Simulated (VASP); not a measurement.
Consider the following.

```
NaH
1.0
    0.00000     2.38446     2.38446
    2.38446     0.00000     2.38446
    2.38446     2.38446     0.00000
Na H
1 1
Direct
  0.00000   0.00000   0.00000
  0.50000   0.50000   0.50000
```

Calculation: PBE GGA with D3 dispersion (Becke-Johnson damping), VASP's PBE PAW potentials (set 64) (plane waves; VASP). Numerical set-up: 520 eV cut-off, 10×10×10 Γ-centred mesh, Gaussian smearing of 0.050 eV, potentials Na_pv H.

Question: Predict the energy per atom (σ→0).

Answer: 
- energy per atom (σ→0): -2.691 eV/atom

The absolute energy has meaning only against runs of the same code, potentials and settings.

The compound is NaH in the rock salt structure. This cell is one point of a volume scan, at 1.03 of the reference volume.
